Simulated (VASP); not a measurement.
Given:

```
CELL_PARAMETERS angstrom
      0.00000     2.91649     2.91649
      2.91649     0.00000     2.91649
      2.91649     2.91649     0.00000
ATOMIC_POSITIONS crystal
  Cd 0.00000 0.00000 0.00000
  S  0.25000 0.25000 0.25000
```

All values below come from rev-vdW-DF2, VASP's PBE PAW potentials (set 64) (plane waves; VASP). Numerical set-up: 520 eV cut-off, 8×8×8 Γ-centred mesh, Gaussian smearing of 0.050 eV, potentials Cd S.

### Question
The job: CdS (zinc blende), 2 atoms, rev-vdW-DF2, static run, 520 eV, 8×8×8 Γ-centred mesh. Roughly how much core time does it take on a busy server core?

### Answer
About 30 core-seconds (one run on a shared machine, a rough figure). It had 29 irreducible k-points, 13 bands, up to 1363 plane waves and 14 electronic steps.

The compound is CdS in the zinc blende structure, a metastable form; wurtzite is the usual one. This cell is one point of a volume scan, at 0.97 of the reference volume.
